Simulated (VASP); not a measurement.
Computed with PBE GGA, VASP's PBE PAW potentials (set 64) (plane waves; VASP 6.6.1).

VASP ran on this input.

**INCAR**
```
! general
SYSTEM=Al16O
PREC  =Normal
ENCUT =400   ! plane-wave cut-off (eV)
LREAL =.False.
LASPH =.True.   ! aspherical one-centre terms

! electronic loop
EDIFF =1E-6   ! SCF stop (eV)
NELM  =100
NELMIN=4
ALGO  =Normal

! smearing
ISMEAR=1   ! Methfessel-Paxton
SIGMA =0.1   ! width (eV)

! functional
GGA   =PE   ! PBE

! output
LWAVE =.False.
LCHARG=.False.
LORBIT=11   ! lm-projected
LVHAR =.True.

! other
LDIPOL=.True.
IDIPOL=3
DIPOL =0.5 0.5 0.5
```

File KPOINTS:
```
K-points
0
Gamma
5 5 1
```

POSCAR:
```
Al16O
1.0
  5.7074358814   0.0000000000   0.0000000000
  2.8537174425   4.9427846712   0.0000000000
  0.0000000000   0.0000000000  20.9409509635
Al O
16 1
direct
  0.0000000000   0.0000000000   0.3302978419
  0.4992256676   0.0015486647   0.3322845208
  0.0015486647   0.4992256676   0.3322845208
  0.4992256676   0.4992256676   0.3322845208
  0.1647712577   0.1647712577   0.4444503293
  0.6704584847   0.1647712577   0.4444503293
  0.1647712577   0.6704584847   0.4444503293
  0.6666670000   0.6666670000   0.4453113418
  0.8304970050   0.3390049900   0.5574885434
  0.3333330000   0.3333330000   0.5527337183
  0.8304970050   0.8304970050   0.5574885434
  0.3390049900   0.8304970050   0.5574885434
  0.0000000000   0.0000000000   0.6612367935
  0.5050014805   0.9899970391   0.6726042903
  0.9899970391   0.5050014805   0.6726042903
  0.5050014805   0.5050014805   0.6726042903
  0.3333330000   0.3333330000   0.7102292530
```

POTCAR, in this order: Al O (PBE.64 set). Program: vasp_std. Read from the step before: WAVECAR.

The resulting files:

File OUTCAR:
```
 ion  position               nearest neighbor table
   1  0.000  0.000  0.330-   3 2.85   3 2.85   2 2.85   2 2.85   4 2.85   4 2.85   7 2.89   6 2.89
                             5 2.89
   2  0.499  0.002  0.332-   4 2.84   3 2.84   1 2.85   1 2.85   4 2.87   3 2.87   5 2.87   6 2.87
                             8 2.89
   3  0.002  0.499  0.332-   4 2.84   2 2.84   1 2.85   1 2.85   4 2.87   2 2.87   5 2.87   7 2.87
                             8 2.89
   4  0.499  0.499  0.332-   2 2.84   3 2.84   1 2.85   1 2.85   2 2.87   3 2.87   6 2.87   7 2.87
                             8 2.89
   5  0.165  0.165  0.444-  10 2.81   7 2.82   6 2.82   8 2.85   8 2.85   3 2.87   2 2.87   7 2.89
                             6 2.89  12 2.89   9 2.89   1 2.89
   6  0.670  0.165  0.444-  10 2.81   5 2.82   7 2.82   8 2.85   8 2.85   4 2.87   2 2.87   5 2.89
                             7 2.89   9 2.89  11 2.89   1 2.89
   7  0.165  0.670  0.444-  10 2.81   5 2.82   6 2.82   8 2.85   8 2.85   4 2.87   3 2.87   5 2.89
                             6 2.89  12 2.89  11 2.89   1 2.89
   8  0.667  0.667  0.445-  11 2.85   9 2.85  12 2.85   6 2.85   6 2.85   7 2.85   7 2.85   5 2.85
                             5 2.85   2 2.89   3 2.89   4 2.89
   9  0.830  0.339  0.557-  13 2.74  11 2.81  12 2.81   8 2.85  10 2.86  10 2.86   6 2.89   5 2.89
                            16 2.90  15 2.90  11 2.90  12 2.90
  10  0.333  0.333  0.553-   5 2.81   7 2.81   6 2.81  12 2.86  12 2.86   9 2.86   9 2.86  11 2.86
                            11 2.86  14 3.03  15 3.03  16 3.03
  11  0.830  0.830  0.557-  13 2.74   9 2.81  12 2.81   8 2.85  10 2.86  10 2.86   6 2.89   7 2.89
                            15 2.90  14 2.90   9 2.90  12 2.90
  12  0.339  0.830  0.557-  13 2.74  11 2.81   9 2.81   8 2.85  10 2.86  10 2.86   7 2.89   5 2.89
                            16 2.90  14 2.90  11 2.90   9 2.90
  13  0.000  0.000  0.661-   9 2.74  12 2.74  11 2.74  15 2.86  15 2.86  14 2.86  14 2.86  16 2.86
                            16 2.86
  14  0.505  0.990  0.673-  17 1.87  16 2.77  15 2.77  13 2.86  13 2.86  11 2.90  12 2.90  16 2.94
                            15 2.94  10 3.03
  15  0.990  0.505  0.673-  17 1.87  16 2.77  14 2.77  13 2.86  13 2.86  11 2.90   9 2.90  16 2.94
                            14 2.94  10 3.03
  16  0.505  0.505  0.673-  17 1.87  14 2.77  15 2.77  13 2.86  13 2.86  12 2.90   9 2.90  14 2.94
                            15 2.94  10 3.03
  17  0.333  0.333  0.710-  14 1.87  15 1.87  16 1.87
  LATTYP: Found a hexagonal cell.
 ALAT       =     5.7074358119
 C/A-ratio  =     3.6690646472
 Subroutine PRICEL returns:
 Original cell was already a primitive cell.
 Subroutine GETGRP returns: Found  6 space group operations
...
```

File OSZICAR:
```
       N       E                     dE             d eps       ncg     rms          rms(c)
DAV:   1    -0.659327921956E+02   -0.65933E+02   -0.12917E-03   428   0.178E-01    0.500E-02
DAV:   2    -0.659378669534E+02   -0.50748E-02   -0.25296E-02   476   0.731E-01    0.169E-01
DAV:   3    -0.659323634017E+02    0.55036E-02   -0.15492E-02   608   0.577E-01    0.364E-03
DAV:   4    -0.659323784284E+02   -0.15027E-04   -0.14795E-04   428   0.428E-02    0.495E-03
DAV:   5    -0.659323783046E+02    0.12386E-06   -0.31188E-06   376   0.707E-03
   1 F= -.65932378E+02 E0= -.65932821E+02  d E =0.132870E-02
```

File OUTCAR:
```
------------------------ aborting loop because EDIFF is reached ----------------------------------------
  FORCE on cell =-STRESS in cart. coord.  units (eV):
  Direction    XX          YY          ZZ          XY          YZ          ZX
  --------------------------------------------------------------------------------------
  Total       -4.6068146     -4.6068150     -0.6023038      0.0000005     -0.0000000      0.0000000
  in kB      -12.4940196    -12.4940206     -1.6334922      0.0000013     -0.0000000      0.0000000
  external PRESSURE =      -8.8738441 kB  Pullay stress =       0.0000000 kB
  volume of cell :      590.76
      direct lattice vectors                 reciprocal lattice vectors
     5.707435881  0.000000000  0.000000000     0.175210028 -0.101157535  0.000000000
     2.853717442  4.942784671  0.000000000     0.000000000  0.202315105  0.000000000
     0.000000000  0.000000000 20.940950964     0.000000000  0.000000000  0.047753323
 POSITION                                       TOTAL-FORCE (eV/Angst)
 -----------------------------------------------------------------------------------
      0.00000      0.00000      6.91675         0.000000      0.000000     -0.012951
      2.85372      0.00765      6.95835         0.000000     -0.016460      0.006285
      1.43349      2.46756      6.95835        -0.014254      0.008230      0.006285
      4.27395      2.46756      6.95835         0.014254      0.008230      0.006285
      1.41063      0.81443      9.30721        -0.002696     -0.001556     -0.009156
      4.29681      0.81443      9.30721         0.002696     -0.001556     -0.009156
      2.85372      3.31393      9.30721        -0.000000      0.003113     -0.009156
      5.70744      3.29519      9.32524         0.000000      0.000000     -0.011369
      5.70743      1.67563     11.67434         0.000000     -0.018410      0.006522
      2.85371      1.64759     11.57477         0.000000      0.000000      0.008763
      7.11001      4.10497     11.67434         0.015943      0.009205      0.006522
      4.30485      4.10497     11.67434        -0.015943      0.009205      0.006522
      0.00000      0.00000     13.84693         0.000000      0.000000      0.014668
      5.70744      4.89334     14.08497        -0.000000      0.007002      0.004986
      7.09148      2.49611     14.08497         0.006064     -0.003501      0.004986
      4.32340      2.49611     14.08497        -0.006064     -0.003501      0.004986
      2.85371      1.64759     14.87288         0.000000      0.000000     -0.025022
 -----------------------------------------------------------------------------------
    total drift:                                0.003893      0.002249     -0.002435
  FREE ENERGIE OF THE ION-ELECTRON SYSTEM (eV)
  ---------------------------------------------------
  free  energy   TOTEN  =       -65.9323783046 eV

  energy  without entropy=      -65.9337070035  energy(sigma->0) =      -65.93282120

 total charge

# of ion       s       p       d       tot
------------------------------------------
    1        0.456   0.300   0.000   0.756
    2        0.456   0.305   0.000   0.761
    3        0.456   0.305   0.000   0.761
    4        0.456   0.305   0.000   0.761
    5        0.432   0.339   0.000   0.772
    6        0.432   0.339   0.000   0.772
    7        0.432   0.339   0.000   0.772
    8        0.434   0.335   0.000   0.770
    9        0.432   0.334   0.000   0.767
   10        0.438   0.328   0.000   0.766
   11        0.432   0.334   0.000   0.767
   12        0.432   0.334   0.000   0.767
   13        0.449   0.350   0.000   0.799
   14        0.413   0.327   0.000   0.739
   15        0.413   0.327   0.000   0.739
   16        0.413   0.327   0.000   0.739
   17        1.606   3.512   0.000   5.118
--------------------------------------------------
tot          8.584   8.741   0.000  17.325
```
(Selected blocks of OUTCAR.)

At this cut-off the stress carries a Pulay error, which pulls relaxed volumes low.

The cell is a thin slab with vacuum, built from Al (fcc): (111) face, O adsorbed.
